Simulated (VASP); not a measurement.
Level of theory: PBE GGA, VASP's PBE PAW potentials (set 64) (plane waves; VASP).

The input files of a VASP run:

**INCAR**
```
SYSTEM = LaAl
PREC = Accurate; ENCUT = 400; LREAL = .FALSE.
LASPH = .TRUE.
EDIFF = 1E-6; NELM = 100; ALGO = Normal
LMAXMIX = 6
ISMEAR = 1; SIGMA = 0.1
GGA = PE
IBRION = 2; NSW = 60; ISIF = 3
EDIFFG = -0.01
LWAVE = .FALSE.; LCHARG = .FALSE.
```

KPOINTS:
```
Automatic mesh
0
Gamma
9 9 9
0 0 0
```

### POSCAR
```
LaAl
1
   -0.0000000000     3.2000679985     3.2000679985
    3.2000679985    -0.0000000000     3.2000679985
    3.2000679985     3.2000679985     0.0000000000
La Al
1 1
Direct
  0.0000000000   0.0000000000   0.0000000000
  0.5000000000   0.5000000000   0.5000000000
```

POTCAR, in this order: La Al (PBE.64 set). Program: vasp_std.

Output of the run:

**OUTCAR**
```
 ion  position               nearest neighbor table
   1  0.000  0.000  0.000-   2 3.20   2 3.20   2 3.20   2 3.20   2 3.20   2 3.20
   2  0.500  0.500  0.500-   1 3.20   1 3.20   1 3.20   1 3.20   1 3.20   1 3.20
  LATTYP: Found a face centered cubic cell.
 ALAT       =     6.4001359970
 Subroutine PRICEL returns:
 Original cell was already a primitive cell.
 Subroutine GETGRP returns: Found 48 space group operations
The static configuration has the point symmetry O_h .
The dynamic configuration has the point symmetry O_h .
 Subroutine INISYM returns: Found 48 space group operations
 Subroutine IBZKPT returns following result:
 Found     35 irreducible k-points:

 Following reciprocal coordinates:
            Coordinates               Weight
  0.000000  0.000000  0.000000      1.000000
  0.111111  0.000000  0.000000      8.000000
  0.222222  0.000000  0.000000      8.000000
  0.333333  0.000000  0.000000      8.000000
  0.444444  0.000000  0.000000      8.000000
  0.111111  0.111111  0.000000      6.000000
  0.222222  0.111111  0.000000     24.000000
  0.333333  0.111111  0.000000     24.000000
  0.444444  0.111111  0.000000     24.000000
...
```

**OSZICAR**
```
       N       E                     dE             d eps       ncg     rms          rms(c)
DAV:   1     0.116174263070E+03    0.11617E+03   -0.40947E+03   770   0.120E+03
DAV:   2    -0.355671134309E+00   -0.11653E+03   -0.11475E+03  1170   0.216E+02
DAV:   3    -0.774756160782E+01   -0.73919E+01   -0.71785E+01  1014   0.841E+01
DAV:   4    -0.837095016910E+01   -0.62339E+00   -0.60257E+00  1444   0.207E+01
DAV:   5    -0.840240349937E+01   -0.31453E-01   -0.30733E-01  1212   0.426E+00    0.237E+00
DAV:   6    -0.840247653013E+01   -0.73031E-04   -0.32981E-02  1364   0.170E+00    0.144E+00
DAV:   7    -0.841292963015E+01   -0.10453E-01   -0.72925E-02  1036   0.232E+00    0.238E-01
DAV:   8    -0.841364809531E+01   -0.71847E-03   -0.38684E-03  1508   0.760E-01    0.181E-01
DAV:   9    -0.841361011519E+01    0.37980E-04   -0.39634E-04  1420   0.229E-01    0.241E-02
DAV:  10    -0.841361425223E+01   -0.41370E-05   -0.12592E-05  1457   0.338E-02    0.111E-02
DAV:  11    -0.841361560197E+01   -0.13497E-05   -0.82627E-06  1276   0.321E-02    0.423E-03
DAV:  12    -0.841361555285E+01    0.49127E-07   -0.31915E-07   872   0.521E-03
   1 F= -.84136156E+01 E0= -.84140049E+01  d E =-.841362E+01
       N       E                     dE             d eps       ncg     rms          rms(c)
DAV:   1    -0.841386818739E+01   -0.25259E-03   -0.74852E-03  1145   0.868E-01    0.707E-02
DAV:   2    -0.841368487187E+01    0.18332E-03   -0.56013E-04  1310   0.341E-01    0.341E-02
DAV:   3    -0.841363670359E+01    0.48168E-04   -0.36219E-04  1281   0.189E-01    0.826E-03
DAV:   4    -0.841363449340E+01    0.22102E-05   -0.21445E-05  1478   0.433E-02    0.635E-03
DAV:   5    -0.841363389786E+01    0.59554E-06   -0.89848E-07   745   0.907E-03
   2 F= -.84136339E+01 E0= -.84140256E+01  d E =-.183450E-04
```

**OUTCAR**
```
------------------------ aborting loop because EDIFF is reached ----------------------------------------
  FORCE on cell =-STRESS in cart. coord.  units (eV):
  Direction    XX          YY          ZZ          XY          YZ          ZX
  --------------------------------------------------------------------------------------
  Total       -0.0171101     -0.0171101     -0.0171101     -0.0000000     -0.0000000      0.0000000
  in kB       -0.4174842     -0.4174842     -0.4174842     -0.0000000     -0.0000000      0.0000000
  external PRESSURE =      -0.4174842 kB  Pullay stress =       0.0000000 kB
  volume of cell :       65.66
      direct lattice vectors                 reciprocal lattice vectors
    -0.000000000  3.202071957  3.202071957    -0.156148896  0.156148896  0.156148896
     3.202071957  0.000000000  3.202071957     0.156148896 -0.156148896  0.156148896
     3.202071957  3.202071957  0.000000000     0.156148896  0.156148896 -0.156148896
 POSITION                                       TOTAL-FORCE (eV/Angst)
 -----------------------------------------------------------------------------------
     -0.00000      3.20207      3.20207        -0.000000      0.000000      0.000000
      3.20207      3.20207      3.20207         0.000000     -0.000000     -0.000000
 -----------------------------------------------------------------------------------
    total drift:                                0.000000      0.000000      0.000000
  FREE ENERGIE OF THE ION-ELECTRON SYSTEM (eV)
  ---------------------------------------------------
  free  energy   TOTEN  =        -8.4136338979 eV

  energy  without entropy=       -8.4148091102  energy(sigma->0) =       -8.41402564

 reached required accuracy - stopping structural energy minimisation
```
(Selected blocks of OUTCAR.)

**CONTCAR**
```
LaAl
   1.00000000000000
    -0.0000000000000000    3.2020719566010349    3.2020719566010349
     3.2020719566010349    0.0000000000000000    3.2020719566010349
     3.2020719566010349    3.2020719566010349    0.0000000000000000
  La              Al
     1     1
Direct
     1.0000000000000000    0.0000000000000000    0.0000000000000000
     0.5000000000000000    0.5000000000000000    0.5000000000000000
```

### OUTCAR
```
 val. band max:        5.3098081289   @ k =   0.3333   0.3333   0.0000

 cond. band min:       5.3416458262   @ k =  -0.2222   0.3333   0.1111


 Fermi energy:         5.3104058640

 k-point     1 :       0.0000    0.0000    0.0000
  band No.  band energies     occupation
      1     -27.2211      2.00000
      2     -10.7798      2.00000
      3     -10.7798      2.00000
      4     -10.7798      2.00000
      5      -0.2796      2.00000
      6       6.6232     -0.00000
      7       6.6232     -0.00000
      8       6.6232     -0.00000
      9       6.7167     -0.00000
     10       6.7167     -0.00000
     11       6.7167     -0.00000

 k-point     2 :       0.1111    0.0000    0.0000
  band No.  band energies     occupation
      1     -27.2187      2.00000
      2     -10.8164      2.00000
      3     -10.7837      2.00000
      4     -10.7837      2.00000
      5      -0.1071      2.00000
      6       6.0531     -0.00000
      7       6.2858     -0.00000
      8       6.2858     -0.00000
      9       6.8069     -0.00000
     10       6.8069     -0.00000
     11       6.8479     -0.00000

 k-point     3 :       0.2222    0.0000    0.0000
  band No.  band energies     occupation
      1     -27.2130      2.00000
      2     -10.9072      2.00000
      3     -10.7937      2.00000
      4     -10.7937      2.00000
      5       0.3761      2.00000
      6       5.1531      2.04866
      7       5.7238     -0.00000
      8       5.7238     -0.00000
      9       6.8645     -0.00000
     10       7.0554     -0.00000
     11       7.0554     -0.00000

 k-point     4 :       0.3333    0.0000    0.0000
  band No.  band energies     occupation
      1     -27.2064      2.00000
      2     -11.0069      2.00000
      3     -10.8051      2.00000
      4     -10.8051      2.00000
      5       1.0755      2.00000
      6       4.1785      2.00000
      7       5.2832      1.44258
      8       5.2832      1.44257
      9       6.9456     -0.00000
...
```

The structure was generated: LaAl was put into the rock salt type (Fm-3m), which need not be its known phase. This run relaxes it. Symmetry was kept, so distortions that lower it aren't found. The start is the result of an earlier pass.
